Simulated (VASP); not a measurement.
```
CELL_PARAMETERS angstrom
      0.00000     2.57239     2.57239
      2.57239     0.00000     2.57239
      2.57239     2.57239     0.00000
ATOMIC_POSITIONS crystal
  Be 0.00000 0.00000 0.00000
  Se 0.25000 0.25000 0.25000
```

Calculation: AM05 GGA, VASP's PBE PAW potentials (set 64) (plane waves; VASP). Settings: 520 eV cut-off, Gaussian smearing of 0.050 eV, potentials Be Se.

Problem. What does the run give for the band gap (along the path) with the smallest direct gap where there is one?

Solution. 
The band gap (along the path) is 2.55 eV. The smallest direct gap (along the path) comes out as 4.31 eV.

Total energies compare only between runs with the same potentials, cut-off and functional.

The compound is BeSe in the zinc blende structure. It was relaxed first.
